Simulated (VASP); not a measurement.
Output of a VASP run:

**OSZICAR**
```
...
DAV:   4    -0.203919704800E+02    0.11318E-04   -0.24183E-05  3820   0.411E-02    0.278E-02
DAV:   5    -0.203919704306E+02    0.49403E-07   -0.29881E-06  3528   0.117E-02
   4 F= -.13726784E+02 E0= -.13726345E+02  d E =-.626700E-01
       N       E                     dE             d eps       ncg     rms          rms(c)
DAV:   1    -0.203849178289E+02    0.70527E-02   -0.22601E-03  3360   0.436E-01    0.124E-01
DAV:   2    -0.203848515186E+02    0.66310E-04   -0.14361E-04  3420   0.104E-01    0.375E-02
DAV:   3    -0.203848298322E+02    0.21686E-04   -0.37172E-05  3504   0.506E-02    0.142E-02
DAV:   4    -0.203848276775E+02    0.21547E-05   -0.50122E-06  3564   0.188E-02    0.131E-02
DAV:   5    -0.203848279670E+02   -0.28947E-06   -0.55974E-07  1794   0.544E-03
   5 F= -.13726766E+02 E0= -.13726330E+02  d E =-.626517E-01
       N       E                     dE             d eps       ncg     rms          rms(c)
DAV:   1    -0.203842445017E+02    0.58318E-03   -0.13214E-01  3384   0.304E+00    0.272E-01
DAV:   2    -0.203827532894E+02    0.14912E-02   -0.21779E-03  4254   0.372E-01    0.194E-01
DAV:   3    -0.203823434402E+02    0.40985E-03   -0.42659E-04  4214   0.149E-01    0.156E-01
DAV:   4    -0.203822559323E+02    0.87508E-04   -0.17968E-04  4298   0.991E-02    0.587E-02
DAV:   5    -0.203822561533E+02   -0.22099E-06   -0.11560E-05  4028   0.261E-02    0.510E-03
DAV:   6    -0.203822561750E+02   -0.21751E-07   -0.83163E-08  1890   0.260E-03
   6 F= -.13727393E+02 E0= -.13727026E+02  d E =-.627461E-03
       N       E                     dE             d eps       ncg     rms          rms(c)
DAV:   1    -0.203813106062E+02    0.94555E-03   -0.21509E-02  3384   0.123E+00    0.110E-01
DAV:   2    -0.203810664750E+02    0.24413E-03   -0.35516E-04  4236   0.151E-01    0.797E-02
DAV:   3    -0.203809992939E+02    0.67181E-04   -0.69896E-05  4208   0.604E-02    0.636E-02
DAV:   4    -0.203809848548E+02    0.14439E-04   -0.29567E-05  4286   0.402E-02    0.239E-02
DAV:   5    -0.203809848955E+02   -0.40708E-07   -0.18209E-06  2364   0.106E-02
   7 F= -.13727450E+02 E0= -.13727127E+02  d E =-.684438E-03
       N       E                     dE             d eps       ncg     rms          rms(c)
DAV:   1    -0.204006890343E+02   -0.19704E-01   -0.16415E-02  3360   0.118E+00    0.330E-01
DAV:   2    -0.204002108927E+02    0.47814E-03   -0.10430E-03  3438   0.279E-01    0.100E-01
DAV:   3    -0.204000525378E+02    0.15835E-03   -0.26781E-04  3474   0.136E-01    0.388E-02
DAV:   4    -0.204000341816E+02    0.18356E-04   -0.36213E-05  3826   0.503E-02    0.356E-02
DAV:   5    -0.204000308880E+02    0.32936E-05   -0.44899E-06  3708   0.143E-02    0.688E-03
DAV:   6    -0.204000306795E+02    0.20851E-06   -0.21633E-07  1800   0.381E-03
   8 F= -.13727384E+02 E0= -.13727041E+02  d E =0.657040E-04
       N       E                     dE             d eps       ncg     rms          rms(c)
DAV:   1    -0.203875556076E+02    0.12475E-01   -0.74336E-03  3360   0.791E-01    0.221E-01
DAV:   2    -0.203873384154E+02    0.21719E-03   -0.47140E-04  3408   0.188E-01    0.674E-02
DAV:   3    -0.203872668879E+02    0.71527E-04   -0.12216E-04  3480   0.917E-02    0.263E-02
DAV:   4    -0.203872594930E+02    0.73949E-05   -0.16090E-05  3736   0.336E-02    0.241E-02
DAV:   5    -0.203872596165E+02   -0.12350E-06   -0.20117E-06  3078   0.964E-03
   9 F= -.13727470E+02 E0= -.13727140E+02  d E =-.194836E-04
```

File OUTCAR:
```
------------------------ aborting loop because EDIFF is reached ----------------------------------------
  FORCE on cell =-STRESS in cart. coord.  units (eV):
  Direction    XX          YY          ZZ          XY          YZ          ZX
  --------------------------------------------------------------------------------------
  Total        6.6569051      6.6569047      6.6568771      0.0000000      0.0000000     -0.0000000
  in kB      299.8700458    299.8700242    299.8687838      0.0000000      0.0000000     -0.0000000
  external PRESSURE =      -0.1303820 kB  Pullay stress =     300.0000000 kB
  volume of cell :       35.57
      direct lattice vectors                 reciprocal lattice vectors
     1.473554584 -2.552271315  0.000000000     0.339315561 -0.195903937 -0.000000000
     1.473554584  2.552271315  0.000000000     0.339315561  0.195903937 -0.000000000
     0.000000000 -0.000000000  4.728537117    -0.000000000  0.000000000  0.211481897
 POSITION                                       TOTAL-FORCE (eV/Angst)
 -----------------------------------------------------------------------------------
      1.47355      0.85076      1.18213         0.000000      0.000000      0.000000
      1.47355     -0.85076      3.54640        -0.000000     -0.000000      0.000000
 -----------------------------------------------------------------------------------
    total drift:                                0.000000      0.000147     -0.000014
  FREE ENERGIE OF THE ION-ELECTRON SYSTEM (eV)
  ---------------------------------------------------
  free  energy   TOTEN  =       -20.3872596165 eV

  energy  without entropy=      -20.3862702777  energy(sigma->0) =      -20.38692984
  enthalpy is  TOTEN    =       -13.7274695762 eV   P V=        6.6597900403

 reached required accuracy - stopping structural energy minimisation
```
(Selected blocks of OUTCAR.)

POSCAR:
```
Hf
1
    1.5041223484    -2.6052162710     0.0000000000
    1.5041223484     2.6052162710     0.0000000000
    0.0000000000     0.0000000000     4.7891492106
Hf
2
Direct
  0.3333330000   0.6666670000   0.2500000000
  0.6666670000   0.3333330000   0.7500000000
```

Task: Write an INCAR and KPOINTS that could have produced this output.

Result: This is not unique; one that fits is the input of the run itself, PBEsol GGA, plane waves, VASP's PBE PAW potentials (set 64).

**INCAR**
```
IBRION=2
LWAVE=.FALSE.
NSW=40   # most ionic steps
LCHARG=.FALSE.
EDIFF=1E-6   # SCF stop (eV)
EDIFFG=-0.02   # ionic stop
NELM=100
SYSTEM=Hf
PSTRESS=300
GGA=PS
LASPH=.TRUE.   # aspherical one-centre terms
LMAXMIX=6   # l cut-off of mixed one-centre charges
LREAL=.FALSE.   # projection in real space or not
ENCUT=500   # plane-wave cut-off (eV)
ALGO=Normal
ISMEAR=1   # Methfessel-Paxton
SIGMA=0.1
ISIF=3
PREC=Accurate
```

File KPOINTS:
```
kpoints
0
Gamma
14 14 8
```

POTCAR, in this order: Hf_pv (PBE.64 set). Program: vasp_std.

Energy and stress use the plane-wave basis of the starting cell.

The compound is Hf in the hcp structure. This run relaxes it under an external pressure of 30 GPa. Symmetry was kept, so distortions that lower it aren't found.
